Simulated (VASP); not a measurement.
Computed with revPBE GGA, VASP's PBE PAW potentials (set 64) (plane waves; VASP).

VASP ran on this input.

### INCAR
```
EDIFFG = -0.02
LREAL = .False.
ALGO = Normal   ! blocked Davidson
PREC = Accurate
EDIFF = 1E-6
SIGMA = 0.05
ISIF = 3   ! ions, shape and volume
LCHARG = .False.
NELM = 100
ISMEAR = 0   ! Gaussian
LMAXMIX = 4   ! l cut-off of mixed one-centre charges
NSW = 60
IBRION = 2
GGA = RE
LWAVE = .False.
LASPH = .True.
SYSTEM = MoTe2
ENCUT = 520
```

**POSCAR**
```
MoTe2
1
    1.7889409054    -3.0985361009     0.0000000000
    1.7889409054     3.0985361009    -0.0000000000
   -0.0000000000     0.0000000000    18.9714683851
Te Mo
4 2
Direct
  0.3333330000   0.6666670000   0.8453913461
  0.6666670000   0.3333330000   0.3453913461
  0.6666670000   0.3333330000   0.1546086539
  0.3333330000   0.6666670000   0.6546086539
  0.3333330000   0.6666670000   0.2500000000
  0.6666670000   0.3333330000   0.7500000000
```

### KPOINTS
```
Regular mesh
0
gamma
 7 7 1
```

POTCAR, in this order: Te Mo_sv (PBE.64 set). Program: vasp_std.

Output

File OSZICAR:
```
       N       E                     dE             d eps       ncg     rms          rms(c)
DAV:   1     0.400959408539E+03    0.40096E+03   -0.26613E+04   600   0.144E+03
DAV:   2    -0.114205273208E+02   -0.41238E+03   -0.40261E+03   638   0.325E+02
DAV:   3    -0.344167559164E+02   -0.22996E+02   -0.22791E+02   610   0.670E+01
DAV:   4    -0.353082720510E+02   -0.89152E+00   -0.88809E+00   705   0.120E+01
DAV:   5    -0.353314093154E+02   -0.23137E-01   -0.23129E-01   652   0.199E+00    0.199E+01
DAV:   6    -0.346564139528E+02    0.67500E+00   -0.10791E+01   548   0.157E+01    0.894E+00
DAV:   7    -0.344890749749E+02    0.16734E+00   -0.10227E+01   563   0.130E+01    0.661E+00
DAV:   8    -0.340443723275E+02    0.44470E+00   -0.17131E+00   611   0.616E+00    0.271E+00
DAV:   9    -0.340349665575E+02    0.94058E-02   -0.39989E-01   665   0.278E+00    0.113E+00
DAV:  10    -0.340249127211E+02    0.10054E-01   -0.57245E-02   677   0.117E+00    0.302E-01
DAV:  11    -0.340256666507E+02   -0.75393E-03   -0.45478E-03   632   0.350E-01    0.101E-01
DAV:  12    -0.340258586035E+02   -0.19195E-03   -0.42748E-04   628   0.105E-01    0.422E-02
DAV:  13    -0.340259230113E+02   -0.64408E-04   -0.88782E-04   601   0.159E-01    0.218E-02
DAV:  14    -0.340259349870E+02   -0.11976E-04   -0.83065E-05   553   0.449E-02    0.929E-03
DAV:  15    -0.340259400507E+02   -0.50637E-05   -0.11208E-05   570   0.186E-02    0.359E-03
DAV:  16    -0.340259411446E+02   -0.10939E-05   -0.29359E-06   505   0.119E-02    0.319E-03
DAV:  17    -0.340259412411E+02   -0.96503E-07   -0.16478E-07   409   0.279E-03
   1 F= -.34025941E+02 E0= -.34025941E+02  d E =-.340259E+02
```

File OUTCAR:
```
------------------------ aborting loop because EDIFF is reached ----------------------------------------
  FORCE on cell =-STRESS in cart. coord.  units (eV):
  Direction    XX          YY          ZZ          XY          YZ          ZX
  --------------------------------------------------------------------------------------
  Total        0.0447514      0.0447514      0.0202601      0.0000000      0.0000000      0.0000000
  in kB        0.3409056      0.3409055      0.1543366      0.0000000      0.0000000      0.0000000
  external PRESSURE =       0.2787159 kB  Pullay stress =       0.0000000 kB
  volume of cell :      210.32
      direct lattice vectors                 reciprocal lattice vectors
     1.788940905 -3.098536101  0.000000000     0.279494979 -0.161366524  0.000000000
     1.788940905  3.098536101  0.000000000     0.279494979  0.161366524  0.000000000
     0.000000000  0.000000000 18.971468385     0.000000000  0.000000000  0.052710733
 POSITION                                       TOTAL-FORCE (eV/Angst)
 -----------------------------------------------------------------------------------
      1.78894      1.03285     16.03832         0.000000     -0.000000     -0.005284
      1.78894     -1.03285      6.55258        -0.000000     -0.000000     -0.005284
      1.78894     -1.03285      2.93315        -0.000000      0.000000      0.005284
      1.78894      1.03285     12.41889         0.000000     -0.000000      0.005284
      1.78894      1.03285      4.74287         0.000000     -0.000000      0.000000
      1.78894     -1.03285     14.22860        -0.000000      0.000000      0.000000
 -----------------------------------------------------------------------------------
    total drift:                               -0.000274      0.001766     -0.000026
  FREE ENERGIE OF THE ION-ELECTRON SYSTEM (eV)
  ---------------------------------------------------
  free  energy   TOTEN  =       -34.0259412411 eV

  energy  without entropy=      -34.0259412411  energy(sigma->0) =      -34.02594124

 reached required accuracy - stopping structural energy minimisation
```
(Selected blocks of OUTCAR.)

Without a dispersion term in the relaxation, distances and binding between the weakly bound layers, chains or molecules are unreliable, and so is what depends on them.

The compound is MoTe2 in the 2H layered structure. It was relaxed first, which changed the volume by +40 %. The start is the result of an earlier pass.
